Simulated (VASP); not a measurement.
An input for Ansatz (written as the equivalent of a VASP run, and not itself run):

Ansatz 0.2 input:
```yaml
crystal:
  lattice:
    - [1.2300000, -2.1304220, 0.0000000]
    - [1.2300000, 2.1304220, 0.0000000]
    - [0.0000000, 0.0000000, 6.7100000]
  atoms:
    - { symbol: C, position: [0.0000000, 0.0000000, 0.2500000] }
    - { symbol: C, position: [0.0000000, 0.0000000, 0.7500000] }
    - { symbol: C, position: [0.3333330, 0.6666670, 0.2500000] }
    - { symbol: C, position: [0.6666670, 0.3333330, 0.7500000] }
kpoints:
  mp_grid: { grid: [11, 11, 4] }
hamiltonian:
  xc: pbe
  pseudopotentials: { kind: paw }
scf:
  occupations: { method: methfessel_paxton, width: 0.1 }
  max_iter: 100
output: { forces: true, stress: true, eigenvalues: true }
```

Translate this input to VASP (INCAR, KPOINTS, POSCAR, choice of POTCAR).

Several could match; the one computed here: 
### INCAR
```
SYSTEM = C
PREC = Accurate
ENCUT = 520
EDIFF = 1E-6
NELM = 100
ALGO = Normal
LREAL = .FALSE.
LASPH = .TRUE.
ISMEAR = 1
SIGMA = 0.1
GGA = PE
LWAVE = .FALSE.
LCHARG = .FALSE.
ISIF = 2
```

**POSCAR**
```
C
1
    1.2300000000    -2.1304220000     0.0000000000
    1.2300000000     2.1304220000     0.0000000000
    0.0000000000     0.0000000000     6.7100000000
C
4
Direct
  0.0000000000   0.0000000000   0.2500000000
  0.0000000000   0.0000000000   0.7500000000
  0.3333330000   0.6666670000   0.2500000000
  0.6666670000   0.3333330000   0.7500000000
```

### KPOINTS
```
Automatic mesh
0
Gamma
11 11 4
0 0 0
```

POTCAR, in this order: C (PBE.64 set). Program: vasp_std.

What does not carry over: each code has its own PAW files, so the cut-off isn't converted (ENCUT is set for VASP's; basis.ecutwfc is left out, and Ansatz then takes the one that its files recommend); Ansatz stops its SCF on the density residual and VASP on the energy change (EDIFF).

The compound is C in the graphite structure. The cell was not relaxed at this level.
